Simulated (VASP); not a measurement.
```
Dy
1.0
    1.79500    -3.10903     0.00000
    1.79500     3.10903     0.00000
    0.00000     0.00000     5.65000
Dy
2
Cartesian
  1.79500   1.03635   1.41250
  1.79500  -1.03635   4.23750
```

These are r2SCAN meta-GGA, VASP's PBE PAW potentials (set 64) (plane waves; VASP) values and carry that method's errors. Run with 400 eV cut-off, 11×11×6 Γ-centred mesh, first-order Methfessel-Paxton smearing of 0.10 eV, potentials Dy_3.

The 4f electrons are frozen in the core of the lanthanide potential, so 4f levels, which can set the real gap, and their magnetism are missing.

The ions, cell shape and volume are relaxed. Which structure does the run end with?

```
Dy
1.0
    1.81989    -3.15213     0.00000
    1.81989     3.15213     0.00000
    0.00000     0.00000     5.57130
Dy
2
Direct
  0.33333   0.66667   0.25000
  0.66667   0.33333   0.75000
```
Space group P6_3/mmc (194), at a tolerance of 0.03 Å.

How do energy and volume change from the first to the last step?

The energy (σ→0) changes by -4.2 meV/atom and the volume by +1.4 %, in 6 ionic steps.

The compound is Dy in the hcp structure. This run relaxes it. Symmetry was kept, so distortions that lower it aren't found.
